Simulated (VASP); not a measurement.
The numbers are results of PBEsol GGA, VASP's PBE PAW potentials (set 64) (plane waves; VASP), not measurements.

VASP ran on this input.

File KPOINTS:
```
K-points
0
gamma
7 7 3
```

POSCAR:
```
SiGe
3.9395520
  1.0000001025   0.0000000000   0.0000000000
 -0.5000000512   0.8660253899   0.0000000000
  0.0000000000   0.0000000000   2.2368634527
Si Ge
2 2
Direct
  0.3333330000   0.6666670000   0.2500000000
  0.6666670000   0.3333330000   0.7500000000
  0.6666670000   0.3333330000   0.2500000000
  0.3333330000   0.6666670000   0.7500000000
```

**INCAR**
```
GGA  =  PS
LREAL  =  .FALSE.   ! projection in real space or not
LWAVE  =  .FALSE.
ENCUT  =  400   ! plane-wave cut-off (eV)
PREC  =  Accurate
ALGO  =  Normal   ! blocked Davidson
LCHARG  =  .TRUE.
NEDOS  =  601   ! DOS grid
NELM  =  100   ! most electronic steps
SYSTEM  =  SiGe
ISIF  =  2   ! forces and stress, cell fixed
ISMEAR  =  -5   ! tetrahedra, Bloechl
LMAXMIX  =  4   ! l cut-off of mixed one-centre charges
EDIFF  =  1E-7
LASPH  =  .TRUE.
LORBIT  =  11   ! lm-projected
```

POTCAR, in this order: Si Ge_d (PBE.64 set). Program: vasp_std.

The run wrote:

OUTCAR:
```
 ion  position               nearest neighbor table
   1  0.333  0.667  0.250-   3 2.27   3 2.27   3 2.27
   2  0.667  0.333  0.750-   4 2.27   4 2.27   4 2.27
   3  0.667  0.333  0.250-   1 2.27   1 2.27   1 2.27
   4  0.333  0.667  0.750-   2 2.27   2 2.27   2 2.27
  LATTYP: Found a hexagonal cell.
 ALAT       =     3.9395524039
 C/A-ratio  =     2.2368632234
 Subroutine PRICEL returns:
 Original cell was already a primitive cell.
 Subroutine GETGRP returns: Found 24 space group operations
The static configuration has the point symmetry D_3d.
 The point group associated with its full space group is D_6h.
The dynamic configuration has the point symmetry D_3d.
 Subroutine INISYM returns: Found 24 space group operations
 Subroutine IBZKPT returns following result:
 Found     16 irreducible k-points:

 Following reciprocal coordinates:
            Coordinates               Weight
  0.000000  0.000000  0.000000      1.000000
  0.142857 -0.000000  0.000000      6.000000
  0.285714 -0.000000  0.000000      6.000000
  0.428571 -0.000000  0.000000      6.000000
  0.142857  0.142857  0.000000      6.000000
  0.285714  0.142857  0.000000     12.000000
  0.428571  0.142857  0.000000      6.000000
  0.285714  0.285714  0.000000      6.000000
  0.000000  0.000000  0.333333      2.000000
  0.142857 -0.000000  0.333333     12.000000
  0.285714 -0.000000  0.333333     12.000000
  0.428571 -0.000000  0.333333     12.000000
  0.142857  0.142857  0.333333     12.000000
  0.285714  0.142857  0.333333     24.000000
  0.428571  0.142857  0.333333     12.000000
  0.285714  0.285714  0.333333     12.000000
   k-points           NKPTS =     16   k-points in BZ     NKDIM =     16   number of bands    NBANDS=     22
   number of dos      NEDOS =    601   number of ions     NIONS =      4
   total plane-waves  NPLWV =  47040
   dimension x,y,z NGX =    28 NGY =   28 NGZ =   60
   dimension x,y,z NGXF=    56 NGYF=   56 NGZF=  120
   ions per type =               2   2
   PREC   = accura    normal or accurate (medium, high low for compatibility)
   ISTART =      0    job   : 0-new  1-cont  2-samecut
   ICHARG =      2    charge: 1-file 2-atom 10-const
   ISPIN  =      1    spin polarized calculation?
   LNONCOLLINEAR =      F non collinear calculations
   LSORBIT =      F    spin-orbit coupling
   INIWAV =      1    electr: 0-lowe 1-rand  2-diag
   ENCUT  =  400.0 eV  29.40 Ry    5.42 a.u.   6.42  6.42 14.37*2*pi/ulx,y,z
   NELM   =    100;   NELMIN=  2; NELMDL= -5     # of ELM steps
   EDIFF  = 0.1E-06   stopping-criterion for ELM
   LREAL  =      F    real-space projection
   NLSPLINE    = F    spline interpolate recip. space projectors
   LMAXMIX     =    4 max onsite mixed and CHGCAR
   VOSKOWN=      0    Vosko Wilk Nusair interpolation
   EDIFFG = 0.1E-05   stopping-criterion for IOM
   NSW    =      0    number of steps for IOM
   NBLOCK =      1;   KBLOCK =      1    inner block; outer block
   IBRION =     -1    ionic relax: 0-MD 1-quasi-New 2-CG
   NFREE  =      0    steps in history (QN), initial steepest desc. (CG)
   ISIF   =      2    stress and relaxation
   ISYM   =      2    0-nonsym 1-usesym 2-fastsym
   TEIN   =    0.0    initial temperature
   TEBEG  =    0.0;   TEEND  =   0.0 temperature during run
   SMASS  =  -3.00    Nose mass-parameter (am)
   PSTRESS=    0.0 pullay stress
   NELECT =      36.0000    total number of electrons
   EFERMI =   0.00;   METHOD = LEGACY
   ISMEAR =    -5;   SIGMA  =   0.20  broadening in eV -4-tet -1-fermi 0-gaus
   IALGO  =     38    algorithm
   LDIAG  =      T    sub-space diagonalisation (order eigenvalues)
   IMIX   =      4    mixing-type and parameters
     AMIX     =   0.40;   BMIX     =  1.00
     AMIX_MAG =   1.60;   BMIX_MAG =  1.00
...
```

### OSZICAR
```
       N       E                     dE             d eps       ncg     rms          rms(c)
DAV:   1     0.246002122126E+03    0.24600E+03   -0.16210E+04   794   0.261E+03
DAV:   2     0.175290663194E+02   -0.22847E+03   -0.22388E+03   734   0.593E+02
DAV:   3    -0.176346564477E+02   -0.35164E+02   -0.35053E+02   878   0.159E+02
DAV:   4    -0.189347014918E+02   -0.13000E+01   -0.12988E+01   794   0.355E+01
DAV:   5    -0.189748711512E+02   -0.40170E-01   -0.40162E-01   926   0.642E+00    0.592E+00
DAV:   6    -0.186693038953E+02    0.30557E+00   -0.19056E-01   776   0.349E+00    0.342E+00
DAV:   7    -0.185281869557E+02    0.14112E+00   -0.34762E-01   776   0.336E+00    0.258E-01
DAV:   8    -0.185314254140E+02   -0.32385E-02   -0.31712E-02   824   0.164E+00    0.199E-01
DAV:   9    -0.185322435059E+02   -0.81809E-03   -0.15116E-03  1018   0.244E-01    0.107E-01
DAV:  10    -0.185327376270E+02   -0.49412E-03   -0.71940E-04   794   0.195E-01    0.232E-02
DAV:  11    -0.185327314514E+02    0.61755E-05   -0.60212E-05   850   0.882E-02    0.171E-02
DAV:  12    -0.185327579358E+02   -0.26484E-04   -0.45457E-05   788   0.439E-02    0.779E-03
DAV:  13    -0.185327576056E+02    0.33021E-06   -0.84763E-07   870   0.140E-02    0.403E-03
DAV:  14    -0.185327578958E+02   -0.29019E-06   -0.10283E-06   678   0.672E-03    0.124E-03
DAV:  15    -0.185327578762E+02    0.19570E-07   -0.47550E-08   556   0.194E-03
   1 F= -.18532758E+02 E0= -.18532758E+02  d E =0.000000E+00
```

**OUTCAR**
```
------------------------ aborting loop because EDIFF is reached ----------------------------------------
  FORCE on cell =-STRESS in cart. coord.  units (eV):
  Direction    XX          YY          ZZ          XY          YZ          ZX
  --------------------------------------------------------------------------------------
  Total        0.2205006      0.2205006     -0.7398444      0.0000000      0.0000000     -0.0000000
  in kB        2.9827013      2.9827006    -10.0078394      0.0000000      0.0000000     -0.0000000
  external PRESSURE =      -1.3474791 kB  Pullay stress =       0.0000000 kB
  volume of cell :      118.44
      direct lattice vectors                 reciprocal lattice vectors
     3.939552404  0.000000000  0.000000000     0.253835943  0.146552267  0.000000000
    -1.969776202  3.411752057  0.000000000     0.000000000  0.293104535  0.000000000
     0.000000000  0.000000000  8.812239889     0.000000000  0.000000000  0.113478527
 POSITION                                       TOTAL-FORCE (eV/Angst)
 -----------------------------------------------------------------------------------
     -0.00000      2.27450      2.20306         0.000000      0.000000      0.000000
      1.96978      1.13725      6.60918         0.000000      0.000000      0.000000
      1.96978      1.13725      2.20306         0.000000      0.000000      0.000000
     -0.00000      2.27450      6.60918        -0.000000      0.000000      0.000000
 -----------------------------------------------------------------------------------
    total drift:                               -0.000176      0.000189     -0.000009
  FREE ENERGIE OF THE ION-ELECTRON SYSTEM (eV)
  ---------------------------------------------------
  free  energy   TOTEN  =       -18.5327578762 eV

  energy  without entropy=      -18.5327578762  energy(sigma->0) =      -18.53275788

 total charge

# of ion       s       p       d       tot
------------------------------------------
    1        0.760   0.899   0.000   1.660
    2        0.760   0.899   0.000   1.660
    3        1.114   1.353  10.018  12.485
    4        1.114   1.353  10.018  12.485
--------------------------------------------------
tot          3.749   4.505  20.036  28.290
```
(Selected blocks of OUTCAR.)

The structure was generated: SiGe was put into the layered h-BN type type (P6_3/mmc), which need not be its known phase. It was relaxed first, which changed the volume by -9 %.
